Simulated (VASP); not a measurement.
These are PBE GGA, VASP's PBE PAW potentials (set 64) (plane waves; VASP) values and carry that method's errors.

VASP input:

File POSCAR:
```
Bi2Se3
1.0
  4.1902562357   0.0000000000   0.0000000000
 -2.0951281178   3.6288681707   0.0000000000
  0.0000000000   0.0000000000  30.6793966010
Bi Se
6 9
Direct
  0.3333330000   0.6666670000   0.2656670000
  0.3333330000   0.6666670000   0.0676670000
  0.0000000000   0.0000000000   0.5990000000
  0.0000000000   0.0000000000   0.4010000000
  0.6666670000   0.3333330000   0.9323330000
  0.6666670000   0.3333330000   0.7343330000
  0.0000000000   0.0000000000   0.0000000000
  0.6666670000   0.3333330000   0.1213330000
  0.0000000000   0.0000000000   0.2120000000
  0.6666670000   0.3333330000   0.3333330000
  0.3333330000   0.6666670000   0.4546670000
  0.6666670000   0.3333330000   0.5453330000
  0.3333330000   0.6666670000   0.6666670000
  0.0000000000   0.0000000000   0.7880000000
  0.3333330000   0.6666670000   0.8786670000
```

**KPOINTS**
```
Automatic mesh
0
Gamma
8 8 1
0 0 0
```

INCAR:
```
SYSTEM = Bi2Se3
PREC = Normal
ENCUT = 400
EDIFF = 1E-5
NELM = 100
ALGO = Fast
LREAL = .FALSE.
LASPH = .TRUE.
ISMEAR = 0
SIGMA = 0.05
GGA = PE
LMAXMIX = 4
LWAVE = .FALSE.
LCHARG = .FALSE.
NELMIN = 4
IBRION = 2
ISIF = 2
NSW = 20
EDIFFG = -0.03
```

POTCAR, in this order: Bi_d Se (PBE.64 set). Program: vasp_std.

Output of the run:

File OUTCAR:
```
 ion  position               nearest neighbor table
   1  0.333  0.667  0.266-   9 2.93   9 2.93   9 2.93  10 3.19  10 3.19  10 3.19
   2  0.333  0.667  0.068-   8 2.93   8 2.93   8 2.93   7 3.19   7 3.19   7 3.19
   3  0.000  0.000  0.599-  12 2.93  12 2.93  12 2.93  13 3.19  13 3.19  13 3.19
   4  0.000  0.000  0.401-  11 2.93  11 2.93  11 2.93  10 3.19  10 3.19  10 3.19
   5  0.667  0.333  0.932-  15 2.93  15 2.93  15 2.93   7 3.19   7 3.19   7 3.19
   6  0.667  0.333  0.734-  14 2.93  14 2.93  14 2.93  13 3.19  13 3.19  13 3.19
   7  0.000  0.000  0.000-   2 3.19   5 3.19   2 3.19   5 3.19   5 3.19   2 3.19
   8  0.667  0.333  0.121-   2 2.93   2 2.93   2 2.93
   9  0.000  0.000  0.212-   1 2.93   1 2.93   1 2.93
  10  0.667  0.333  0.333-   1 3.19   1 3.19   1 3.19   4 3.19   4 3.19   4 3.19
  11  0.333  0.667  0.455-   4 2.93   4 2.93   4 2.93
  12  0.667  0.333  0.545-   3 2.93   3 2.93   3 2.93
  13  0.333  0.667  0.667-   6 3.19   6 3.19   6 3.19   3 3.19   3 3.19   3 3.19
  14  0.000  0.000  0.788-   6 2.93   6 2.93   6 2.93
  15  0.333  0.667  0.879-   5 2.93   5 2.93   5 2.93
  LATTYP: Found a hexagonal cell.
 ALAT       =     4.1902562357
 C/A-ratio  =     7.3216039486
 Subroutine PRICEL returns following result:
  LATTYP: Found a trigonal (rhomboedric) cell.
 ALAT       =    10.5087174544
 COS(alpha) =     0.9205028174
 Subroutine GETGRP returns: Found 12 space group operations
The static configuration has the point symmetry D_3d.
...
```

OSZICAR:
```
...
RMM:   7    -0.603457057158E+02   -0.11945E+00   -0.25435E+00  2181   0.340E+00    0.274E+00
RMM:   8    -0.603359397689E+02    0.97659E-02   -0.28043E-01  1890   0.205E+00    0.592E-01
RMM:   9    -0.603336928911E+02    0.22469E-02   -0.70873E-02  2124   0.101E+00    0.174E-01
RMM:  10    -0.603359869543E+02   -0.22941E-02   -0.22938E-02  2315   0.455E-01    0.108E-01
RMM:  11    -0.603363217032E+02   -0.33475E-03   -0.38514E-03  2478   0.198E-01    0.339E-02
RMM:  12    -0.603363891790E+02   -0.67476E-04   -0.93202E-04  2319   0.779E-02    0.254E-02
RMM:  13    -0.603364012030E+02   -0.12024E-04   -0.18222E-04  1983   0.374E-02    0.613E-03
RMM:  14    -0.603364045941E+02   -0.33911E-05   -0.37703E-05  1262   0.203E-02
   1 F= -.60336405E+02 E0= -.60336405E+02  d E =-.603364E+02
       N       E                     dE             d eps       ncg     rms          rms(c)
DAV:   1    -0.603941422153E+02   -0.57741E-01   -0.36931E+00  1920   0.432E+00    0.639E-01
RMM:   2    -0.604112394026E+02   -0.17097E-01   -0.19742E-01  1817   0.109E+00    0.924E-02
RMM:   3    -0.604138189550E+02   -0.25796E-02   -0.29392E-02  2386   0.519E-01    0.154E-01
RMM:   4    -0.604138223630E+02   -0.34080E-05   -0.37362E-03  2038   0.187E-01    0.110E-01
RMM:   5    -0.604137264648E+02    0.95898E-04   -0.12555E-03  1663   0.101E-01    0.174E-02
RMM:   6    -0.604137549784E+02   -0.28514E-04   -0.32454E-04  1943   0.543E-02    0.153E-02
RMM:   7    -0.604137568719E+02   -0.18935E-05   -0.57396E-05  1503   0.229E-02
   2 F= -.60413757E+02 E0= -.60413757E+02  d E =-.773523E-01
       N       E                     dE             d eps       ncg     rms          rms(c)
DAV:   1    -0.603438649057E+02    0.69890E-01   -0.32262E+01  1808   0.128E+01    0.232E+00
RMM:   2    -0.604891747365E+02   -0.14531E+00   -0.16775E+00  1775   0.320E+00    0.292E-01
RMM:   3    -0.605098678035E+02   -0.20693E-01   -0.23878E-01  2364   0.153E+00    0.529E-01
RMM:   4    -0.605099432208E+02   -0.75417E-04   -0.32994E-02  2190   0.578E-01    0.403E-01
RMM:   5    -0.605089978312E+02    0.94539E-03   -0.13086E-02  1794   0.320E-01    0.508E-02
RMM:   6    -0.605091888399E+02   -0.19101E-03   -0.28778E-03  2228   0.174E-01    0.451E-02
RMM:   7    -0.605091735587E+02    0.15281E-04   -0.61545E-04  1811   0.679E-02    0.237E-02
RMM:   8    -0.605091883024E+02   -0.14744E-04   -0.13608E-04  1865   0.322E-02    0.124E-02
RMM:   9    -0.605091880016E+02    0.30078E-06   -0.26445E-05  1199   0.147E-02
   3 F= -.60509188E+02 E0= -.60509188E+02  d E =-.172783E+00
       N       E                     dE             d eps       ncg     rms          rms(c)
DAV:   1    -0.605050896657E+02    0.40986E-02   -0.21841E+01  1884   0.136E+01    0.646E-01
RMM:   2    -0.605495457258E+02   -0.44456E-01   -0.52060E-01  1981   0.362E+00    0.257E-01
RMM:   3    -0.605703323857E+02   -0.20787E-01   -0.22557E-01  2388   0.208E+00    0.193E-01
RMM:   4    -0.605714232036E+02   -0.10908E-02   -0.15028E-02  2210   0.521E-01    0.180E-01
RMM:   5    -0.605715080966E+02   -0.84893E-04   -0.40112E-03  2139   0.259E-01    0.108E-01
RMM:   6    -0.605715112838E+02   -0.31872E-05   -0.82854E-04  1960   0.101E-01    0.460E-02
RMM:   7    -0.605714735450E+02    0.37739E-04   -0.31035E-04  2002   0.883E-02    0.281E-02
RMM:   8    -0.605714602556E+02    0.13289E-04   -0.12313E-04  1964   0.445E-02    0.101E-02
RMM:   9    -0.605714637416E+02   -0.34860E-05   -0.48229E-05  1580   0.260E-02
   4 F= -.60571464E+02 E0= -.60571464E+02  d E =-.622757E-01
       N       E                     dE             d eps       ncg     rms          rms(c)
DAV:   1    -0.602707510502E+02    0.30071E+00   -0.10861E+02  1860   0.315E+01    0.154E+00
RMM:   2    -0.605352157415E+02   -0.26446E+00   -0.30128E+00  1993   0.847E+00    0.633E-01
RMM:   3    -0.606604209158E+02   -0.12521E+00   -0.13641E+00  2382   0.514E+00    0.455E-01
RMM:   4    -0.606673643177E+02   -0.69434E-02   -0.88740E-02  2208   0.129E+00    0.430E-01
RMM:   5    -0.606687904787E+02   -0.14262E-02   -0.27503E-02  2173   0.678E-01    0.287E-01
RMM:   6    -0.606687670685E+02    0.23410E-04   -0.45508E-03  1966   0.233E-01    0.126E-01
RMM:   7    -0.606684293332E+02    0.33774E-03   -0.18941E-03  1934   0.218E-01    0.834E-02
RMM:   8    -0.606682706671E+02    0.15867E-03   -0.93631E-04  1969   0.133E-01    0.254E-02
RMM:   9    -0.606682914170E+02   -0.20750E-04   -0.32254E-04  2399   0.712E-02    0.115E-02
RMM:  10    -0.606682967174E+02   -0.53004E-05   -0.46803E-05  1454   0.287E-02
   5 F= -.60668297E+02 E0= -.60668297E+02  d E =-.159109E+00
       N       E                     dE             d eps       ncg     rms          rms(c)
DAV:   1    -0.596639479662E+02    0.10043E+01   -0.46351E+02  2132   0.722E+01    0.313E+00
RMM:   2    -0.604682918661E+02   -0.80434E+00   -0.92012E+00  1993   0.147E+01    0.870E-01
RMM:   3    -0.606556946522E+02   -0.18740E+00   -0.20033E+00  2261   0.687E+00    0.870E-01
RMM:   4    -0.606772676001E+02   -0.21573E-01   -0.32269E-01  2395   0.256E+00    0.754E-01
RMM:   5    -0.606766449776E+02    0.62262E-03   -0.43227E-02  2123   0.817E-01    0.361E-01
RMM:   6    -0.606778902576E+02   -0.12453E-02   -0.15643E-02  2131   0.422E-01    0.137E-01
RMM:   7    -0.606772526754E+02    0.63758E-03   -0.37440E-03  2069   0.207E-01    0.482E-02
RMM:   8    -0.606773732932E+02   -0.12062E-03   -0.17802E-03  2296   0.113E-01    0.414E-02
RMM:   9    -0.606773636017E+02    0.96915E-05   -0.67906E-04  1874   0.759E-02    0.314E-02
RMM:  10    -0.606773323497E+02    0.31252E-04   -0.10571E-04  1821   0.408E-02    0.110E-02
RMM:  11    -0.606773270070E+02    0.53427E-05   -0.66155E-05  1433   0.202E-02
   6 F= -.60677327E+02 E0= -.60677327E+02  d E =-.168139E+00
       N       E                     dE             d eps       ncg     rms          rms(c)
DAV:   1    -0.603291028570E+02    0.34823E+00   -0.99838E+01  1860   0.303E+01    0.143E+00
RMM:   2    -0.605759461246E+02   -0.24684E+00   -0.27889E+00  1993   0.817E+00    0.672E-01
RMM:   3    -0.606978242575E+02   -0.12188E+00   -0.12850E+00  2402   0.495E+00    0.447E-01
RMM:   4    -0.607037486103E+02   -0.59244E-02   -0.80546E-02  2162   0.124E+00    0.380E-01
RMM:   5    -0.607048872278E+02   -0.11386E-02   -0.24654E-02  2194   0.630E-01    0.262E-01
RMM:   6    -0.607047887606E+02    0.98467E-04   -0.31367E-03  1878   0.210E-01    0.122E-01
RMM:   7    -0.607047606517E+02    0.28109E-04   -0.16328E-03  1953   0.188E-01    0.833E-02
RMM:   8    -0.607046110778E+02    0.14957E-03   -0.68317E-04  2010   0.123E-01    0.204E-02
RMM:   9    -0.607046377457E+02   -0.26668E-04   -0.33361E-04  2271   0.652E-02    0.184E-02
RMM:  10    -0.607046388423E+02   -0.10965E-05   -0.57788E-05  1540   0.416E-02
   7 F= -.60704639E+02 E0= -.60704639E+02  d E =-.195451E+00
       N       E                     dE             d eps       ncg     rms          rms(c)
DAV:   1    -0.607037859180E+02    0.85183E-03   -0.32669E-01  1920   0.166E+00    0.665E-02
RMM:   2    -0.607044522742E+02   -0.66636E-03   -0.72412E-03  1980   0.389E-01    0.240E-02
RMM:   3    -0.607046770181E+02   -0.22474E-03   -0.23341E-03  2370   0.211E-01    0.249E-02
RMM:   4    -0.607046884768E+02   -0.11459E-04   -0.17851E-04  2122   0.552E-02    0.233E-02
RMM:   5    -0.607046844873E+02    0.39895E-05   -0.36470E-05  1354   0.250E-02
   8 F= -.60704684E+02 E0= -.60704684E+02  d E =-.195496E+00
       N       E                     dE             d eps       ncg     rms          rms(c)
DAV:   1    -0.607048019749E+02   -0.11350E-03   -0.64489E-02  1890   0.524E-01    0.790E-02
RMM:   2    -0.607050880063E+02   -0.28603E-03   -0.33377E-03  1551   0.134E-01    0.119E-02
RMM:   3    -0.607051283825E+02   -0.40376E-04   -0.49314E-04  1787   0.634E-02    0.215E-02
RMM:   4    -0.607051290343E+02   -0.65183E-06   -0.66832E-05  1607   0.264E-02
   9 F= -.60705129E+02 E0= -.60705129E+02  d E =-.444547E-03
```

### OUTCAR
```
------------------------ aborting loop because EDIFF is reached ----------------------------------------
  FORCE on cell =-STRESS in cart. coord.  units (eV):
  Direction    XX          YY          ZZ          XY          YZ          ZX
  --------------------------------------------------------------------------------------
  Total        0.1605302      0.1605302      0.2824926      0.0000000     -0.0000000      0.0000000
  in kB        0.5513265      0.5513264      0.9701952      0.0000000     -0.0000000      0.0000000
  external PRESSURE =       0.6909493 kB  Pullay stress =       0.0000000 kB
  volume of cell :      466.51
      direct lattice vectors                 reciprocal lattice vectors
     4.190256236  0.000000000  0.000000000     0.238648890  0.137784008  0.000000000
    -2.095128118  3.628868171  0.000000000     0.000000000  0.275568015  0.000000000
     0.000000000  0.000000000 30.679396601     0.000000000  0.000000000  0.032595165
 POSITION                                       TOTAL-FORCE (eV/Angst)
 -----------------------------------------------------------------------------------
     -0.00000      2.41925      8.27951        -0.000000     -0.000000      0.009004
     -0.00000      2.41925      1.94698         0.000000     -0.000000     -0.009004
      0.00000      0.00000     18.50596        -0.000000     -0.000000      0.009004
      0.00000      0.00000     12.17343         0.000000     -0.000000     -0.009004
      2.09513      1.20962     28.73242        -0.000000      0.000000      0.009004
      2.09513      1.20962     22.39989         0.000000     -0.000000     -0.009004
      0.00000      0.00000      0.00000         0.000000     -0.000000      0.000000
      2.09513      1.20962      3.50939        -0.000000     -0.000000      0.008857
     -0.00000      0.00000      6.71706        -0.000000      0.000000     -0.008857
      2.09513      1.20962     10.22646         0.000000      0.000000      0.000000
     -0.00000      2.41925     13.73588         0.000000     -0.000000      0.008857
      2.09513      1.20962     16.94352        -0.000000      0.000000     -0.008857
     -0.00000      2.41925     20.45294        -0.000000     -0.000000      0.000000
      0.00000      0.00000     23.96233         0.000000      0.000000      0.008857
     -0.00000      2.41925     27.17000         0.000000     -0.000000     -0.008857
 -----------------------------------------------------------------------------------
    total drift:                                0.000000      0.000000      0.000000
  FREE ENERGIE OF THE ION-ELECTRON SYSTEM (eV)
  ---------------------------------------------------
  free  energy   TOTEN  =       -60.7051290343 eV

  energy  without entropy=      -60.7051290343  energy(sigma->0) =      -60.70512903

 reached required accuracy - stopping structural energy minimisation
```
(Selected blocks of OUTCAR.)

CONTCAR:
```
Bi2Se3
   1.00000000000000
     4.1902562356999997    0.0000000000000000    0.0000000000000000
    -2.0951281177999999    3.6288681707000001    0.0000000000000000
     0.0000000000000000    0.0000000000000000   30.6793966010000005
  Bi              Se
     6     9
Direct
     0.3333330000000032    0.6666669999999968    0.2698719512788186
     0.3333330000000032    0.6666669999999968    0.0634620487211821
     0.0000000000000000    0.0000000000000000    0.6032049512788147
     0.0000000000000000    0.0000000000000000    0.3967950487211853
     0.6666669999999968    0.3333330000000032    0.9365379512788179
     0.6666669999999968    0.3333330000000032    0.7301280487211814
     0.0000000000000000    0.0000000000000000    0.0000000000000000
     0.6666669999999968    0.3333330000000032    0.1143892572898250
     0.0000000000000000    0.0000000000000000    0.2189437427101782
     0.6666669999999968    0.3333330000000032    0.3333330000000032
     0.3333330000000032    0.6666669999999968    0.4477232572898257
     0.6666669999999968    0.3333330000000032    0.5522767427101745
     0.3333330000000032    0.6666669999999968    0.6666669999999968
     0.0000000000000000    0.0000000000000000    0.7810562572898216
     0.3333330000000032    0.6666669999999968    0.8856107427101751
```

Without a dispersion term in the relaxation, distances and binding between the weakly bound layers, chains or molecules are unreliable, and so is what depends on them.

The compound is Bi2Se3 in the tetradymite structure. This run relaxes the ions in a fixed cell. Symmetry was kept, so distortions that lower it aren't found.
